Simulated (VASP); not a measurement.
F6S, in a box:

```xyz
7
Lattice="13.2304 0.0000 0.0000 0.0000 13.7304 0.0000 0.0000 0.0000 14.2304" Properties=species:S:1:pos:R:3 pbc="T T T"
F     7.9209    7.4390    6.3736
F     7.1414    7.5429    8.4853
F     5.3050    6.3896    7.8595
F     7.3589    5.5450    7.4573
F     5.8711    8.2853    6.7733
F     6.0886    6.2874    5.7453
S     6.6137    6.9146    7.1161
```

Base run:

```yaml
Program: VASP 6.6.1
Functional: PBE
Dispersion: D3(BJ)
Potentials_or_basis: VASP PAW PBE potentials, release 64 (F, S)
Cutoff: 520 eV
k_mesh: 1 × 1 × 1
Occupations: gaussian, width 0.01 eV
Spin: no spin polarisation
```

Its results: gap between the frontier levels 6.53 eV; largest force 0.203 eV/Å.

**Question.** The run is repeated on the same cell with these changes: functional from PBE to RPBE; cutoff from 520 eV to 400 eV. What comes out?

**Answer.** Gap between the frontier levels 6.62 eV; largest force 0.349 eV/Å.

Caveats: the PAW data sets were made with another functional, which shifts forces and pressure a little (some runs).

